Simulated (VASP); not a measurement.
A run of VASP 6.6.1:

INCAR

```
ALGO = Normal ; EDIFF = 1E-5
ENCUT = 450 ; GGA = PS
ISIF = 2 ; ISMEAR = 0
ISPIN = 2 ; ISYM = 0
KPAR = 4 ; LASPH = True
LCHARG = False ; LDAU = True
LDAUJ = 0 0 ; LDAUL = 2 -1
LDAUPRINT = 1 ; LDAUTYPE = 2
LDAUU = 4 0 ; LMAXMIX = 4
LORBIT = 11 ; LREAL = Auto
LWAVE = False ; MAGMOM = 4 0 0 0 0 0 0 0 0 0 0 0 0 0 0 0 0 0 0 0 0 0 0 0
NBANDS = 72 ; NELM = 120
NUPDOWN = 4 ; PREC = Accurate
SIGMA = 0.03
```

The input KPOINTS:

```
k-points
0
Gamma
  3 4 4
```

The input POSCAR:

```
FeC23                                   
1.0
    0.0000000000      5.3503200000      5.3503200000
    3.5668800000      0.0000000000      3.5668800000
    3.5668800000      3.5668800000      0.0000000000
  Fe              C             
     1    23
Direct
     0.9941058467399687    0.0015947658391175    0.0015448538433791
     0.0004883876997670    0.0014471682375785    0.4975683943260661
     0.0005476052945744    0.4997632162095548    0.9991406163799518
     0.9999976832203495    0.5012175752377711    0.4995071355687417
     0.3324180758588697    0.0031494456080440    0.0010954708539399
     0.3387264240270494    0.0003939947072307    0.4904617664097872
     0.3389530145418347    0.4920346277996709    0.9985002774880773
     0.3319636770786374    0.5019783217182475    0.4998937598305562
     0.6679376726589238    0.0000868516379036    0.9978376726843389
     0.6591580069041912    0.0046654305227447    0.5064825312208954
     0.6591594258937805    0.5088218547967065    0.0023608575180629
     0.6670083656059919    0.5012646618836702    0.4990404454880168
     0.0937973054538472    0.1378256815084123    0.1354485614493706
     0.0968485534248469    0.1369901626925187    0.5805702722297019
     0.0973762120466274    0.5810202228855597    0.1354031434087954
     0.0840258749201532    0.6259469326372622    0.6237371020737916
     0.4259282867332579    0.1188673598511941    0.1170958771385432
     0.4120777119750750    0.1271204739727574    0.6300466760684755
     0.4120871829167793    0.6320874194749573    0.1251052776357894
     0.4176361822661977    0.6248178531677745    0.6228641058263200
     0.7110726643228823    0.1479545414421940    0.1452868711012672
     0.7504663538487540    0.1275323372202658    0.6237656344151588
     0.7505575313040213    0.6261154113823674    0.1251889915224966
     0.7475969552636004    0.6276146895664940    0.6253587055184778
```

Potentials or basis: VASP PAW PBE potentials, release 64 (Fe, C).

Command:

```sh
$ cat potpaw_PBE.64/Fe/POTCAR potpaw_PBE.64/C/POTCAR > POTCAR
$ mpirun -np 4 vasp_std > vasp.out
```

Hardware: 4 MPI ranks on Intel(R) Xeon(R) 6975P-C (Granite Rapids), on a shared host.

Question: Estimate the wall time of this run.

Answer: Wall time 2.9 min on 4 MPI ranks on Intel(R) Xeon(R) 6975P-C (Granite Rapids), on a shared host, peak memory 0.45 GiB a rank. Counts: scf iterations 16, k points 26.
